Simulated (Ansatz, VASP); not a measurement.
# Zr (Zirconium): VASP beside Ansatz

One calculation is typed for both programs; each brings its own data sets. How far apart do they land? The structure shown is the end of the Ansatz relaxation below.

Method: plane waves, with VASP 6.6.1 beside it; single point at LDA, in Ansatz 0.2.0.

**1. Starting point**

The structure is hexagonal, space group P6_3/mmc (No. 194). The conventional cell has a = 3.007 Å, b = 3.007 Å, c = 5.006 Å, α = 90.00°, β = 90.00°, γ = 120.00°. Nearest to Zr lie 12 Zr at 3.01 to 3.05 Å.

**2. Ansatz: relaxation, LDA**

Ansatz runs on its PAW soft_1 files.

This run makes the geometry at which the two programs are then compared.

The input, input.yaml:

```yaml
crystal:
  lattice:
    - [3.0131631178, 0.0, 0.0]
    - [-1.5065815589, 2.6094758058, 0.0]
    - [0.0, 0.0, 4.9863101273]
  atoms:
    - { symbol: Zr, position: [0.3333333333, 0.6666666667, 0.25] }
    - { symbol: Zr, position: [0.6666666667, 0.3333333333, 0.75] }
kpoints:
  mp_grid: { grid: [15, 15, 8] }
hamiltonian:
  xc: lda
  pseudopotentials: { kind: paw, azcp: { folder: soft_1 }, xc_functional: pbe }
scf:
  occupations: { method: methfessel_paxton, width: 0.2 }
output:
  forces: true
  stress: true
  eigenvalues: true
relax:
  adjacent_minimum: "off"
  f_tol: 0.001
  max_steps: 60
  cell: { stress_tol: 0.01, fix: [volume] }
```

The run is started by

```bash
$ ansatz run input.yaml --threads 4 --pin off --max-ram 10240MiB --backend cpu --events-out ev --progress --plain --runs-dir out
```

Numbers of over 12 decimals in the logs are rounded to 6 here.

Output:

```text
Engine: ansatz 0.2.0, x86_64-unknown-linux-gnu
Pseudopotentials: kind: paw
Pseudopotential: Zr, paw, valence charge 12, recommended cutoff 420 eV (normal), soft_1/Zr.paw.azcp
Functional definition: SPW92
  exchange = slater_x
  correlation = pw_c
Crystal: 2 atoms, lattice volume = 39.206 Å³
Basis set: ecut = 420 eV, 761 PW (Γ)
Bands: 16, of which v1, the nominal top of the filled ones, is band 12 counted from 1 (11 counted from 0)
Symmetry: 24 space group operations
Space group: P63/mmc (ITA 194), of the structure as read, at distance tolerance 3.4e-5 Å
k-points: 135 of 1800
Non-local potential: Zr, projectors of the file, l = 0: 3, l = 1: 2, l = 2: 2, l = 3: 1
PAW form: soft (Blöchl's): semilocal exchange-correlation on the pseudo side does not see the compensation charge
PAW frozen core: Zr, regenerated for the run's functional, and the local potential with it (the file was generated under x = pbe(κ = 0.804, μ = 0.219515), c = pbe(β = 0.066725))
PAW one-centre angular grid: Zr, 590 points (default); XC on 64 Gauss nodes
Initial density: superposition of atomic densities (chi_scale 0.1, normalization cell)
Initial wavefunctions: pseudopotential atomic-orbital guess
Functional: x = slater, c = lda
SCF iter   1: F=—  HF=-8154.952321 eV  |F-HF|=—  |Δ(HF+E_count)|=         —  Δρ=2.86e-2  dr2=3.62e-1  ethr=3.10e-3  ⟨swp⟩=5.0  Hψ=9162  notcnv=0
preconditioner: auto → none  [metal: Δε(μ)=0.011 eV  Ē_g=3.709 eV  σ=0.200 eV  W_gap=0.05  n_scr=8 (ndim 8)  ℏωp=16.8 eV  f_vac=0.000  D(μ)=1.92/eV (n_scr^D=22)  sad-step TF]
SCF iter   2: F=—  HF=-8154.858625 eV  |F-HF|=—  |Δ(HF+E_count)|=   9.37e-2  S|Δr|=    0.00e0  Δρ=1.73e-2  dr2=1.29e-1  ethr=1.51e-3  ⟨swp⟩=1.0  Hψ=3242  notcnv=0
SCF iter   3: F=—  HF=-8154.811292 eV  |F-HF|=—  |Δ(HF+E_count)|=   4.73e-2  S|Δr|=    0.00e0  Δρ=1.25e-3  dr2=5.98e-4  ethr=5.36e-4  ⟨swp⟩=3.0  Hψ=4280  notcnv=0
SCF iter   4: F=—  HF=-8154.811122 eV  |F-HF|=—  |Δ(HF+E_count)|=   1.70e-4  S|Δr|=    0.00e0  Δρ=2.22e-4  dr2=4.60e-6  ethr=2.49e-6  ⟨swp⟩=2.0  Hψ=3766  notcnv=0
SCF iter   5: F=—  HF=-8154.811124 eV  |F-HF|=—  |Δ(HF+E_count)|=   1.43e-6  S|Δr|=    0.00e0  Δρ=2.95e-5  dr2=1.41e-7  ethr=1.92e-8  ⟨swp⟩=2.1  Hψ=3655  notcnv=0  defer=1
SCF iter   6: F=-8154.811124 eV  HF=-8154.811124 eV  |F-HF|=7.35e-10  |Δ(HF+E_count)|=   5.41e-9  S|Δr|=    0.00e0  Δρ=2.41e-6  dr2=1.42e-9  ethr=4.17e-10  ⟨swp⟩=5.0  Hψ=8774  notcnv=0
SCF 1 converged in 6 iterations: F = -8154.811124 eV  dr2 = 1.42e-9
  greatest PAW one-centre occupation: 0.994 electrons in one spin orbital (limit 2), on the Zr atom at site 1 (counted from 0), in its partial waves of l = 0
relax step   1: F+E_penalty+E_count = -8154.81112375 eV  Δ(F+E_penalty+E_count) = +0.000e0 eV  max|allowed force component| = 7.401e-17 eV/Å  Δτ_max = 0.0000 Å  P = +12.512 GPa  Ω = 39.206 Å³  fix = [volume]  reactions: volume +12.512 GPa  (6 SCF iters, dr2 threshold 1.00e-7 eV, accepted)
[...]
relax step   2: F+E_penalty+E_count = -8154.81137667 eV  Δ(F+E_penalty+E_count) = -2.529e-4 eV  max|allowed force component| = 1.758e-16 eV/Å  Δτ_max = 0.0000 Å  P = +12.427 GPa  Ω = 39.206 Å³  energy of the carried Pulay correction = +2.237e-8 eV  fix = [volume]  reactions: volume +12.427 GPa  (3 SCF iters, dr2 threshold 2.00e-7 eV, accepted)
[...]
relax step   3: F+E_penalty+E_count = -8154.81137805 eV  Δ(F+E_penalty+E_count) = -1.379e-6 eV  max|allowed force component| = 1.064e-16 eV/Å  Δτ_max = 0.0000 Å  P = +12.421 GPa  Ω = 39.206 Å³  energy of the carried Pulay correction = +2.417e-8 eV  fix = [volume]  reactions: volume +12.421 GPa  (3 SCF iters, dr2 threshold 1.75e-9 eV, accepted)
[...]
relax step   4: F+E_penalty+E_count = -8154.81137790 eV  Δ(F+E_penalty+E_count) = +1.491e-7 eV  max|allowed force component| = 1.342e-16 eV/Å  Δτ_max = 0.0000 Å  P = +12.421 GPa  Ω = 39.206 Å³  fix = [volume]  reactions: volume +12.421 GPa  stress off target by 1.17e-4 GPa on what of the cell is left free  SCF on the basis re-selected at this cell (its energy is not comparable with the rows above)  (5 SCF iters)
basis re-selected at this cell: Δ(F+E_penalty+E_count) = +1.491e-7 eV, ΔP = +0.000 GPa vs the last step (what re-selecting the basis moved, of the pressure what is left beyond the Pulay correction that the steps carried, after the strain that the cell walked since its last selection, with what the two solves' SCF thresholds leave and, on support functions, any second-order correction that the steps lacked; it is no m [...]
SCF converged after 5 iterations
Stability not checked: this state was not tested for a lower state beside it, because cold or Methfessel-Paxton smearing, or corrected tetrahedra, fill the levels in a way that the test cannot read (fill_not_monotonic; see scf.lower_state_search)
Free energy (F): -8154.811378 eV
Harris-Foulkes:  -8154.811378 eV  (|F-HF|=5.46e-12)
Internal energy: -8154.813824 eV  (E = F + TS)
E sigma→0 (E₀):  -8154.811989 eV
Entropy (-TS):   0.002446 eV (1.223 meV/atom)
Fermi energy:    16.687840 eV
Step filling:    the computed levels leave a gap of 0.0012 eV = 0.0 smearing widths at the electron count; against every level under it full and every level over it empty, smearing changes F+E_penalty+E_count by +1.738 meV and its σ→0 estimate by +1.127 meV
--- Per-component energies (eV) ---
  E_band       = -123.854928
  E_kinetic    = 641.899534
  E_local      = -1054.912632  (includes V_loc(G=0)·N_el)
  E_nonlocal   = 160.943776
  E_hartree    = 346.510112
  E_xc         = -310.326668
  E_vxc        = -369.176268  (∫ρ·V_xc dr)
  E_paw        = -5718.699109  (= ΣΔE_a)
  E_vpaw       = -195.629513  (= ΣTr[D̂ρ^β])
  E_aug_tail   = -0.000048  (compensation charges beyond the density's cutoff)
  E_ewald      = -2220.969589
  E_core_change = 0.740800  (= ΣΔE_core)
  E_smearing   = 0.002446  (= −TS)
  E_closure    = 0.000000  (closes the sum)
  Σ components = -8154.811378   (vs F -8154.811378, Δ=0.00e0)
--- Forces (eV/Å), atoms counted from 1 ---
  atom   1  Zr     0.00000000    -0.00000000     0.00000000
  atom   2  Zr     0.00000000     0.00000000    -0.00000000
  max |Σ_I F_I| component: 5.55e-17 eV/Å
--- Stress (GPa, compression-positive) ---
       12.420970       0.000000       0.000000
       -0.000000      12.420970       0.000000
        0.000000       0.000000      12.420794
  P = ⅓ Tr σ = 12.4209 GPa (124.209 kbar)
--- Band table (eV; the first three rows and the last of 135) ---
  k-point 0: bands = [... 8 lower, 10.8341, 13.1977, 17.2853, 17.6172, 17.6172, 18.3607, 18.3682, 18.3682]
  k-point 1: bands = [... 8 lower, 10.9857, 13.2134, 17.1853, 17.5669, 17.5669, 18.0686, 18.2741, 18.2741]
  k-point 2: bands = [... 8 lower, 11.4125, 13.2179, 16.9299, 17.4027, 17.4905, 17.4905, 18.0465, 18.0465]
  k-point 134: bands = [... 8 lower, 14.8915, 14.8915, 15.2603, 15.2603, 16.9301, 16.9301, 18.8668, 18.8668]
--- Relaxed structure (3 steps of the walk, 3 accepted, 1 SCFs on fresh bases) ---
  F+E_penalty+E_count = -8154.81137790 eV   max|allowed force component| = 1.342e-16 eV/Å   (the final SCF, on the basis selected at the relaxed cell)
  cell:  # Å, volume = 39.2062 Å³
    - [3.007307, 0, 0]
    - [-1.503654, 2.604404, 0]
    - [0, 0, 5.005748]
  atoms:
    - { symbol: Zr, position: [0.333333, 0.666667, 0.25] }
    - { symbol: Zr, position: [0.666667, 0.333333, 0.75] }
```

In the SCF lines HF is the Harris–Foulkes energy and dr2 the Hartree energy of the density residual, in eV; the loop may stop once dr2 is under the threshold and the program's other checks hold. Hψ counts applications of the Hamiltonian.

**3. VASP: single point, LDA, pair 1**

The same cell, functional (in two slightly different forms), mesh and smearing now go to VASP, with its own data sets.

Lines of VASP's logs that name or quote its potential files are left out, and so is its time.

The input, INCAR:

```
SYSTEM = Zr
PREC = Accurate
ENCUT = 500
EDIFF = 1E-06
NELM = 120
ISMEAR = 1
SIGMA = 0.2
LREAL = .FALSE.
ALGO = Normal
GGA = CA
NBANDS = 18
LASPH = .TRUE.
LORBIT = 11
LWAVE = .FALSE.
LCHARG = .FALSE.
ISIF = 2
GGA_COMPAT = .FALSE.
KPAR = 2
```

The input, POSCAR:

```
Zr
1.0
    3.0073071968      0.0000000000      0.0000000000
   -1.5036535984      2.6044044294      0.0000000000
    0.0000000000      0.0000000000      5.0057480267
Zr
2
Direct
    0.3333333333      0.6666666667      0.2500000000
    0.6666666667      0.3333333333      0.7500000000
```

The input, KPOINTS:

```
Automatic mesh
0
Gamma
15 15 8
0 0 0
```

Potentials, in the order of the species: Zr_sv (LDA family, release 64).

The run is started by

```bash
$ mpirun -np 2 vasp_std
```

Output:

```text
[banner, memory and clock lines left out]
running    2 mpi-ranks, on    1 nodes
 distrk:  each k-point on    1 cores,    2 groups
 distr:  one band on    1 cores,    1 groups

 POSCAR found type information on POSCAR Zr
 POSCAR found :  1 types and       2 ions
 LDA part: xc-table for (Slater(with rela. corr.)+CA(PZ))
 , standard interpolation
 POSCAR, INCAR and KPOINTS ok, starting setup
 FFT: planning ... GRIDC
 FFT: planning ... GRID_SOFT
 FFT: planning ... GRID
 WAVECAR not read
 entering main loop
       N       E                     dE             d eps       ncg     rms          rms(c)
DAV:   1     0.214633965655E+03    0.21463E+03   -0.13336E+04  4860   0.132E+03
DAV:   2    -0.298768985297E+01   -0.21762E+03   -0.21401E+03  5624   0.387E+02
DAV:   3    -0.185805480921E+02   -0.15593E+02   -0.15410E+02  8764   0.756E+01
DAV:   4    -0.189525095379E+02   -0.37196E+00   -0.37167E+00  5584   0.119E+01
DAV:   5    -0.189623991567E+02   -0.98896E-02   -0.98868E-02  7156   0.143E+00    0.201E+01
DAV:   6    -0.184959106467E+02    0.46649E+00   -0.71574E-01  5306   0.695E+00    0.873E+00
DAV:   7    -0.184176445549E+02    0.78266E-01   -0.51823E-01  7048   0.501E+00    0.112E+00
DAV:   8    -0.184231706009E+02   -0.55260E-02   -0.45015E-02  6334   0.176E+00    0.164E-01
DAV:   9    -0.184230883990E+02    0.82202E-04   -0.85329E-04  5592   0.290E-01    0.488E-02
DAV:  10    -0.184230652727E+02    0.23126E-04   -0.37900E-05  6400   0.647E-02    0.179E-02
DAV:  11    -0.184230648773E+02    0.39533E-06   -0.65645E-06  5312   0.278E-02
   1 F= -.18423065E+02 E0= -.18423892E+02  d E =0.248244E-02
```

OUTCAR, selected parts (step 3):

```text
ion  position               nearest neighbor table
   1  0.333  0.667  0.250-   2 3.05   2 3.05   2 3.05   2 3.05   2 3.05   2 3.05
   2  0.667  0.333  0.750-   1 3.05   1 3.05   1 3.05   1 3.05   1 3.05   1 3.05

  LATTYP: Found a hexagonal cell.
 ALAT       =     3.0073071968
 C/A-ratio  =     1.6645283302

 Subroutine GETGRP returns: Found 24 space group operations
 (whereof 12 operations were pure point group operations)

The static configuration has the point symmetry D_3d.
 The point group associated with its full space group is D_6h.

 Found    135 irreducible k-points:

   k-points           NKPTS =    135   k-points in BZ     NKDIM =    135   number of bands    NBANDS=     18

   dimension x,y,z NGX =    24 NGY =   24 NGZ =   40
   dimension x,y,z NGXF=    48 NGYF=   48 NGZF=   80

   ENCUT  =  500.0 eV  36.75 Ry    6.06 a.u.   5.48  5.48  9.13*2*pi/ulx,y,z

   NELECT =      24.0000    total number of electrons

 k-points in reciprocal lattice and weights: Automatic mesh
   0.00000000  0.00000000  0.00000000       0.001
   0.06666667  0.00000000  0.00000000       0.003
   0.13333333  0.00000000  0.00000000       0.003
   0.20000000  0.00000000  0.00000000       0.003
   0.26666667  0.00000000  0.00000000       0.003
   0.33333333  0.00000000  0.00000000       0.003
   0.40000000  0.00000000  0.00000000       0.003
   0.46666667  0.00000000  0.00000000       0.003
   0.06666667  0.06666667  0.00000000       0.003
[...]
0.33333333  0.26666667  0.50000000       0.007
   0.33333333  0.33333333  0.50000000       0.001

 average (electrostatic) potential at core
       1 -71.9139       2 -71.9139

 E-fermi :  10.8391

 k-point     1 :       0.0000    0.0000    0.0000
  band No.  band energies     occupation
    ...
      6     -14.8143      2.00000
      7     -14.7396      2.00000
      8     -14.7396      2.00000
      9       5.0003      2.00000
     10       7.3522      2.00000
     11      11.4340     -0.00022
     12      11.7665     -0.00000
     13      11.7665     -0.00000
     14      12.5172     -0.00000
     15      12.5172     -0.00000
    ...

 k-point     2 :       0.0667    0.0000    0.0000
  band No.  band energies     occupation
    ...
      6     -14.8213      2.00000
      7     -14.8030      2.00000
      8     -14.7483      2.00000
      9       5.1597      2.00000
     10       7.5063      2.00000
     11      11.2059     -0.02632
     12      11.9043     -0.00000
     13      11.9162     -0.00000
     14      12.1663     -0.00000
     15      12.3677     -0.00000
    ...

 k-point     3 :       0.1333    0.0000    0.0000
  band No.  band energies     occupation
    ...
      7     -14.8431      2.00000
      8     -14.7741      2.00000
      9       5.6097      2.00000
     10       7.9166      2.00000
     11      10.7418      1.72509
     12      11.3314     -0.00274
     13      11.9105     -0.00000
     14      12.3236     -0.00000
     15      12.3585     -0.00000
     16      13.0326     -0.00000
    ...

  Total        3.0532558      3.0532558      3.0698143      0.0000000     -0.0000000      0.0000000
  in kB      124.7724123    124.7724123    125.4490819      0.0000000     -0.0000000      0.0000000
  external PRESSURE =     124.9979688 kB  Pullay stress =       0.0000000 kB

  energy-cutoff  :      500.00
  volume of cell :       39.21
      direct lattice vectors                 reciprocal lattice vectors
     3.007307197  0.000000000  0.000000000     0.332523395  0.191982472  0.000000000
    -1.503653598  2.604404429  0.000000000     0.000000000  0.383964944  0.000000000
     0.000000000  0.000000000  5.005748027     0.000000000  0.000000000  0.199770343

 POSITION                                       TOTAL-FORCE (eV/Angst)
 -----------------------------------------------------------------------------------
     -0.00000      1.73627      1.25144        -0.000000      0.000000      0.000000
      1.50365      0.86813      3.75431         0.000000     -0.000000      0.000000
 -----------------------------------------------------------------------------------
    total drift:                               -0.000000      0.000000     -0.000000

  FREE ENERGIE OF THE ION-ELECTRON SYSTEM (eV)
  ---------------------------------------------------
  free  energy   TOTEN  =       -18.4230648773 eV

  energy  without entropy=      -18.4255473132  energy(sigma->0) =      -18.42389236

 total charge
# of ion       s       p       d       tot
------------------------------------------
    1        2.267   5.958   1.872  10.097
    2        2.267   5.958   1.872  10.097
--------------------------------------------------
tot          4.534  11.916   3.744  20.193

[... 3 further parts left out ...]
```

The run ends at a pressure of 12.50 GPa.

**4. Differences**

Known differences besides the potentials themselves: the two LDA forms differ slightly; the cutoff is 420 eV in Ansatz and 500 eV in VASP; VASP's log shows a relativistic correction to its local exchange, Ansatz's none; Ansatz's pressure holds a Pulay correction, VASP's none. Total energies have different zeros and are not compared.

Both answers:

| quantity | Ansatz | VASP | difference |
| --- | --- | --- | --- |
| pressure (GPa) | 12.42 | 12.50 | -0.08 |

**5. Ansatz: relaxation, LDA**

This run makes the geometry at which the two programs are then compared. The cell compared in this pair holds 40.08 Å³, against 39.21 Å³ for the pair before.

The structure compared here is the end of the Ansatz relaxation.

Changes to input.yaml since step 2:

```diff
@@ -2,5 +2,5 @@
   lattice:
-    - [3.0131631178, 0.0, 0.0]
-    - [-1.5065815589, 2.6094758058, 0.0]
-    - [0.0, 0.0, 4.9863101273]
+    - [3.0413593429, 0.0, 0.0]
+    - [-1.5206796714, 2.633894453, 0.0]
+    - [0.0, 0.0, 5.0030451017]
   atoms:
```

The run is started by

```bash
$ ansatz run input.yaml --threads 4 --pin off --max-ram 10240MiB --backend cpu --events-out ev --progress --plain --runs-dir out
```

Output:

```text
[...]
Crystal: 2 atoms, lattice volume = 40.077 Å³
Basis set: ecut = 420 eV, 785 PW (Γ)
Bands: 16, of which v1, the nominal top of the filled ones, is band 12 counted from 1 (11 counted from 0)
Symmetry: 24 space group operations
[...]
k-points: 135 of 1800
[...]
k-point 134: bands = [... 8 lower, 14.5345, 14.5345, 14.8756, 14.8756, 16.4837, 16.4837, 18.4405, 18.4405]
--- Relaxed structure (3 steps of the walk, 3 accepted, 1 SCFs on fresh bases) ---
[...]
cell:  # Å, volume = 40.0775 Å³
    - [3.035320, -2.881013386220961e-11, 0.0]
    - [-1.517660, 2.628664, 0.0]
    - [0.0, 0.0, 5.022975]
  atoms:
    - { symbol: Zr, position: [0.333333, 0.666667, 0.250000] }
    - { symbol: Zr, position: [0.666667, 0.333333, 0.750000] }
[key lines of the parts left out:]
SCF converged after 5 iterations
Free energy (F): -8154.870845 eV
Fermi energy:    16.288167 eV
P = ⅓ Tr σ = 9.4984 GPa (94.984 kbar)
```

**6. VASP: single point, LDA, pair 2**

The same cell, functional (in two slightly different forms), mesh and smearing now go to VASP, with its own data sets.

INCAR is that of step 3.

The input, POSCAR:

```
Zr
1.0
    3.0353195247      0.0000000000      0.0000000000
   -1.5176597623      2.6286638170      0.0000000000
    0.0000000000      0.0000000000      5.0229754891
Zr
2
Direct
    0.3333333333      0.6666666667      0.2500000000
    0.6666666667      0.3333333333      0.7500000000
```

KPOINTS is that of step 3.

The run is started by

```bash
$ mpirun -np 2 vasp_std
```

Output:

```text
[... set-up lines as in an earlier step ...]
 entering main loop
       N       E                     dE             d eps       ncg     rms          rms(c)
DAV:   1     0.211932513565E+03    0.21193E+03   -0.13316E+04  4876   0.131E+03
DAV:   2    -0.351899692629E+01   -0.21545E+03   -0.21186E+03  5682   0.384E+02
DAV:   3    -0.187028476728E+02   -0.15184E+02   -0.15050E+02  8814   0.743E+01
DAV:   4    -0.190449769931E+02   -0.34213E+00   -0.34179E+00  5656   0.115E+01
[...]
DAV:   9    -0.184832073757E+02   -0.30078E-04   -0.84088E-04  5672   0.283E-01    0.436E-02
DAV:  10    -0.184831871139E+02    0.20262E-04   -0.33108E-05  6410   0.573E-02    0.204E-02
DAV:  11    -0.184831869613E+02    0.15263E-06   -0.76030E-06  5278   0.315E-02
   1 F= -.18483187E+02 E0= -.18483878E+02  d E =0.207165E-02
```

(Continued in part 2 of 2.)

[Lines on the potential files, build, host, timing and source positions are cut from VASP's logs without a mark.]

[Logs are printed without paths, hosts, clocks, repeated set-up lines and the standing remarks that a program may print on its own settings, such as how far it seeks lower states.]

[Hosts, paths, dates, database ids (printed as entryN), source tags and the programs' standing remarks are cut or masked in the printed files.]
